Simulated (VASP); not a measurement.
LiNbO3 (space group R3c): the measured cell of entry 2101845 of the Crystallography Open Database is

```
CELL_PARAMETERS angstrom
      2.57400     1.48610     4.62100
     -2.57400     1.48610     4.62100
      0.00000    -2.97220     4.62100
ATOMIC_POSITIONS crystal
  Li 0.28060 0.28060 0.28060
  Li 0.78060 0.78060 0.78060
  Nb 0.99900 0.99900 0.99900
  Nb 0.49900 0.49900 0.49900
  O  0.11001 0.35800 0.71949
  O  0.71949 0.11001 0.35800
  O  0.35800 0.71949 0.11001
  O  0.21949 0.85800 0.61001
  O  0.85800 0.61001 0.21949
  O  0.61001 0.21949 0.85800
```

These are r2SCAN meta-GGA, VASP's PBE PAW potentials (set 64) (plane waves; VASP) values and carry that method's errors. Settings: 520 eV cut-off, 6×6×6 Γ-centred mesh, tetrahedra with Blöchl corrections, potentials Li_sv Nb_sv O.

The calculation is for a static lattice at zero pressure; the measurement, whose temperature isn't given here, holds thermal and zero-point expansion. The entry's conditions were not checked, so it may have been measured under pressure.

### Question
How far does the relaxed conventional cell lie from the measured one?

### Answer

|  | measured | computed | difference |
|---|---|---|---|
| a (Å) | 5.148 | 5.134 | -0.3 % |
| c (Å) | 13.863 | 13.889 | +0.2 % |
| V (Å³/atom) | 10.61 | 10.57 | -0.3 % |

The structure comes from a measured LiNbO3 entry (R3c) of the Crystallography Open Database, whose conditions weren't checked. It was relaxed first. Symmetry was kept, so distortions that lower it aren't found.
